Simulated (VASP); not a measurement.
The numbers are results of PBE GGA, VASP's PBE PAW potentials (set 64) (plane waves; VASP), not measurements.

The input files of a VASP run:

File KPOINTS:
```
k-points along high-symmetry lines
15
Line-mode
Reciprocal
  0.000000   0.000000   0.000000 ! GAMMA
  0.000000   0.500000   0.000000 ! X

  0.000000   0.500000   0.000000 ! X
  0.500000   0.500000   0.000000 ! M

  0.500000   0.500000   0.000000 ! M
  0.000000   0.000000   0.000000 ! GAMMA

  0.000000   0.000000   0.000000 ! GAMMA
  0.500000   0.500000   0.500000 ! R

  0.500000   0.500000   0.500000 ! R
  0.000000   0.500000   0.000000 ! X

  0.500000   0.500000   0.500000 ! R
  0.500000   0.500000   0.000000 ! M
```

**POSCAR**
```
BaTiO3
1
    4.0236274936     0.0000000000     0.0000000000
    0.0000000000     4.0236274936     0.0000000000
    0.0000000000     0.0000000000     4.0236274936
Ba Ti O
1 1 3
Direct
  0.0000000000   0.0000000000   0.0000000000
  0.5000000000   0.5000000000   0.5000000000
  0.5000000000   0.0000000000   0.5000000000
  0.0000000000   0.5000000000   0.5000000000
  0.5000000000   0.5000000000   0.0000000000
```

INCAR:
```
SYSTEM = BaTiO3
PREC = Accurate; ENCUT = 450; LREAL = .FALSE.
LASPH = .TRUE.; ICHARG = 11
EDIFF = 1E-6; NELM = 100; ALGO = Normal
LMAXMIX = 4
ISMEAR = 0; SIGMA = 0.05
GGA = PE
LWAVE = .FALSE.; LCHARG = .FALSE.
```

POTCAR, in this order: Ba_sv Ti_sv O (PBE.64 set). Program: vasp_std. Read from the step before: CHGCAR.

The resulting files:

### OSZICAR
```
       N       E                     dE             d eps       ncg     rms          rms(c)
DAV:   1     0.396376219382E+03    0.39638E+03   -0.20133E+04  4320   0.165E+03
DAV:   2     0.752346995119E+01   -0.38885E+03   -0.38160E+03  5016   0.453E+02
DAV:   3    -0.367411248723E+02   -0.44265E+02   -0.42703E+02  7280   0.135E+02
DAV:   4    -0.385235803579E+02   -0.17825E+01   -0.17816E+01  5312   0.255E+01
DAV:   5    -0.386113009887E+02   -0.87721E-01   -0.87719E-01  6248   0.411E+00
DAV:   6    -0.386120720380E+02   -0.77105E-03   -0.77105E-03  5416   0.436E-01
DAV:   7    -0.386120901193E+02   -0.18081E-04   -0.18081E-04  6352   0.575E-02
DAV:   8    -0.386120904136E+02   -0.29428E-06   -0.29431E-06  4704   0.621E-03
   1 F= -.38612090E+02 E0= -.38612090E+02  d E =-.391370E-23
```

**OUTCAR**
```
 val. band max:        3.7124188819   @ k =   0.5000   0.5000   0.5000

 cond. band min:       5.4216639032   @ k =   0.0000   0.0000   0.0000



 k-point     1 :       0.0000    0.0000    0.0000
  band No.  band energies     occupation
      1     -52.9963      2.00000
      2     -29.2009      2.00000
      3     -29.2009      2.00000
      4     -29.2009      2.00000
      5     -21.1382      2.00000
      6     -13.1416      2.00000
      7     -12.4612      2.00000
      8     -12.4612      2.00000
      9      -6.3110      2.00000
     10      -6.3110      2.00000
     11      -6.3110      2.00000
     12       1.4035      2.00000
     13       1.4035      2.00000
     14       1.4035      2.00000
     15       2.6464      2.00000
     16       2.6464      2.00000
     17       2.6464      2.00000
     18       3.5513      2.00000
     19       3.5513      2.00000
     20       3.5513      2.00000
     21       5.4217      0.00000
     22       5.4217      0.00000
     23       5.4217      0.00000
     24       7.5028      0.00000

 k-point     2 :       0.0000    0.0357    0.0000
  band No.  band energies     occupation
      1     -52.9963      2.00000
      2     -29.2015      2.00000
      3     -29.2009      2.00000
      4     -29.2009      2.00000
      5     -21.1368      2.00000
      6     -13.1416      2.00000
      7     -12.4610      2.00000
      8     -12.4608      2.00000
      9      -6.3091      2.00000
     10      -6.3091      2.00000
     11      -6.3060      2.00000
     12       1.3821      2.00000
     13       1.4004      2.00000
     14       1.4004      2.00000
     15       2.6299      2.00000
     16       2.6299      2.00000
     17       2.6341      2.00000
     18       3.5141      2.00000
     19       3.5404      2.00000
     20       3.5404      2.00000
     21       5.4235      0.00000
     22       5.4504      0.00000
     23       5.4504      0.00000
     24       7.5037      0.00000

...
```

The density is held fixed in this step, so its total energy and stress have no physical meaning.  Unless said otherwise, spin-orbit coupling is left out, though it shifts the bands of the heavy elements here.

The compound is BaTiO3 in the cubic perovskite structure, the ideal cubic form; the compound distorts at low or room temperature. It was relaxed first.
